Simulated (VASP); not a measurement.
Input:

```
CELL_PARAMETERS angstrom
      0.00000     2.27019     2.27019
      2.27019     0.00000     2.27019
      2.27019     2.27019     0.00000
ATOMIC_POSITIONS crystal
  Ga 0.00000 0.00000 0.00000
  N  0.25000 0.25000 0.25000
```

All values below come from optB88-vdW, VASP's PBE PAW potentials (set 64) (plane waves; VASP). Run with 520 eV cut-off, Gaussian smearing of 0.050 eV, potentials Ga_d N.

Problem. Give the energies of bands 7 to 11 at the high-symmetry points, in eV from the valence-band maximum.

Solution. 
| band | Γ | X | U | L | W |
|---|---|---|---|---|---|
| 7 | 0.00 | -6.03 | -5.78 | -6.86 | -5.62 |
| 8 | 0.00 | -2.61 | -4.09 | -0.94 | -3.56 |
| 9 | 0.00 | -2.61 | -2.10 | -0.94 | -3.49 |
| 10 | 1.60 | 3.44 | 5.03 | 4.46 | 6.24 |
| 11 | 10.13 | 6.50 | 7.61 | 8.65 | 8.03 |

The gap is direct, 1.60 eV, from the valence maximum at Γ to the conduction minimum at Γ.

The compound is GaN in the zinc blende structure, a metastable form; wurtzite is the usual one. It was relaxed first.
